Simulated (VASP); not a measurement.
Level of theory: rev-vdW-DF2, VASP's PBE PAW potentials (set 64) (plane waves; VASP).

VASP input:

### INCAR
```
! general
SYSTEM    =  Rh
PREC      =  Accurate
ENCUT     =  520   ! plane-wave cut-off (eV)
LREAL     =  F
LASPH     =  T
ICHARG    =  11

! electronic loop
EDIFF     =  1E-7
NELM      =  100   ! most electronic steps
ALGO      =  Normal   ! blocked Davidson
LMAXMIX   =  4

! smearing
ISMEAR    =  0   ! Gaussian
SIGMA     =  0.05   ! width (eV)

! functional
GGA       =  MK
LUSE_VDW  =  T
AGGAC     =  0.0
PARAM1    =  0.1234568
PARAM2    =  0.7114
ZAB_VDW   =  -1.8867

! output
LWAVE     =  F
LCHARG    =  F
LORBIT    =  11   ! lm-projected
```

### POSCAR
```
Rh
2.6914120
  0.0000000000   0.7071067497   0.7071067497
  0.7071067497   0.0000000000   0.7071067497
  0.7071067497   0.7071067497   0.0000000000
Rh
1
Direct
  0.0000000000   0.0000000000   0.0000000000
```

**KPOINTS**
```
k-points along high-symmetry lines
15
Line-mode
Reciprocal
  0.000000   0.000000   0.000000 ! GAMMA
  0.500000   0.000000   0.500000 ! X

  0.500000   0.000000   0.500000 ! X
  0.625000   0.250000   0.625000 ! U

  0.375000   0.375000   0.750000 ! K
  0.000000   0.000000   0.000000 ! GAMMA

  0.000000   0.000000   0.000000 ! GAMMA
  0.500000   0.500000   0.500000 ! L

  0.500000   0.500000   0.500000 ! L
  0.500000   0.250000   0.750000 ! W

  0.500000   0.250000   0.750000 ! W
  0.500000   0.000000   0.500000 ! X
```

POTCAR, in this order: Rh_pv (PBE.64 set). Program: vasp_std. Read from the step before: CHGCAR.

What VASP printed:

File OSZICAR:
```
       N       E                     dE             d eps       ncg     rms          rms(c)
DAV:   1     0.116799759815E+03    0.11680E+03   -0.94899E+03  1983   0.146E+03
DAV:   2    -0.321317446370E+01   -0.12001E+03   -0.11489E+03  2051   0.381E+02
DAV:   3    -0.456013948142E+01   -0.13470E+01   -0.13406E+01  2259   0.466E+01
DAV:   4    -0.456832589821E+01   -0.81864E-02   -0.81837E-02  2242   0.370E+00
DAV:   5    -0.456848031523E+01   -0.15442E-03   -0.15441E-03  2295   0.441E-01
DAV:   6    -0.456848445017E+01   -0.41349E-05   -0.41351E-05  2383   0.629E-02
DAV:   7    -0.456848457012E+01   -0.11995E-06   -0.12029E-06  2054   0.855E-03
DAV:   8    -0.456848457526E+01   -0.51427E-08   -0.46863E-08  1606   0.152E-03
   1 F= -.45684846E+01 E0= -.45666331E+01  d E =-.370291E-02
```

OUTCAR:
```
 val. band max:       12.0995249089   @ k =   0.5000   0.3571   0.6429

 cond. band min:      12.1028185897   @ k =   0.6250   0.2500   0.6250



 k-point     1 :       0.0000    0.0000    0.0000
  band No.  band energies     occupation
      1     -34.6066      2.00000
      2     -34.6066      2.00000
      3     -34.6066      2.00000
      4       3.8038      2.00000
      5       8.6619      2.00000
      6       8.6619      2.00000
      7       8.6619      2.00000
      8      10.7377      2.00000
      9      10.7377      2.00000
     10      27.8255      0.00000
     11      32.1153      0.00000

 k-point     2 :       0.0357    0.0000    0.0357
  band No.  band energies     occupation
      1     -34.6158      2.00000
      2     -34.6100      2.00000
      3     -34.6100      2.00000
      4       3.8729      2.00000
      5       8.6161      2.00000
      6       8.6970      2.00000
      7       8.6970      2.00000
      8      10.6887      2.00000
      9      10.7549      2.00000
     10      27.9269      0.00000
     11      32.1144      0.00000

 k-point     3 :       0.0714    0.0000    0.0714
  band No.  band energies     occupation
      1     -34.6429      2.00000
      2     -34.6200      2.00000
      3     -34.6200      2.00000
      4       4.0768      2.00000
      5       8.4830      2.00000
      6       8.8017      2.00000
      7       8.8017      2.00000
      8      10.5475      2.00000
      9      10.8059      2.00000
     10      28.2242      0.00000
     11      32.1076      0.00000

 k-point     4 :       0.1071    0.0000    0.1071
  band No.  band energies     occupation
      1     -34.6861      2.00000
      2     -34.6361      2.00000
      3     -34.6361      2.00000
      4       4.4047      2.00000
      5       8.2754      2.00000
      6       8.9747      2.00000
      7       8.9747      2.00000
      8      10.3323      2.00000
      9      10.8889      2.00000
     10      28.6984      0.00000
...
```

The density is held fixed in this step, so its total energy and stress have no physical meaning.

The compound is Rh in the fcc structure. It was relaxed first.
